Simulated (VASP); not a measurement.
OSZICAR of a VASP run on Si (space group Fd-3m):

OSZICAR:
```
       N       E                     dE             d eps       ncg     rms          rms(c)
DAV:   1     0.719767496987E+01    0.71977E+01   -0.23942E+03 10584   0.207E+02
DAV:   2    -0.106068669552E+02   -0.17805E+02   -0.17176E+02 13784   0.551E+01
DAV:   3    -0.110233712781E+02   -0.41650E+00   -0.41465E+00 13592   0.632E+00
DAV:   4    -0.110247805181E+02   -0.14092E-02   -0.14092E-02 12200   0.452E-01
DAV:   5    -0.110247855285E+02   -0.50104E-05   -0.50104E-05 13648   0.259E-02    0.491E+00
DAV:   6    -0.108974978362E+02    0.12729E+00   -0.44979E-02 12696   0.507E-01    0.299E+00
DAV:   7    -0.108397695098E+02    0.57728E-01   -0.91705E-02 13072   0.760E-01    0.173E-01
DAV:   8    -0.108409174754E+02   -0.11480E-02   -0.37362E-03 12208   0.180E-01    0.107E-01
DAV:   9    -0.108411631862E+02   -0.24571E-03   -0.17974E-04 13328   0.430E-02    0.631E-02
DAV:  10    -0.108411733378E+02   -0.10152E-04   -0.46486E-06 12616   0.767E-03    0.179E-02
DAV:  11    -0.108411784972E+02   -0.51594E-05   -0.53757E-06 12608   0.675E-03    0.643E-03
DAV:  12    -0.108411786040E+02   -0.10682E-06   -0.27685E-07 13192   0.182E-03    0.391E-03
DAV:  13    -0.108411787241E+02   -0.12009E-06   -0.11694E-08  8512   0.356E-04    0.382E-04
DAV:  14    -0.108411787251E+02   -0.10294E-08   -0.11562E-09  7304   0.128E-04
   1 F= -.11473343E+02 E0= -.11473343E+02  d E =-.495974E-30
 imaginary and real dielectric function
```

Task: Which electronic solver shows in the log?

Result: It is blocked Davidson (ALGO = Normal, or the opening steps of other solvers). The INCAR had ALGO = Normal.

Task: Can the final energy be trusted as converged?

Result: The run converged. It stopped with EDIFF = 1E-7, NELM = 100 (PBE GGA with D3 dispersion (Becke-Johnson damping), plane waves, VASP's PBE PAW potentials (set 64)).

The structure comes from a measured Si entry (Fd-3m) of the Crystallography Open Database, whose conditions weren't checked. It was relaxed first.
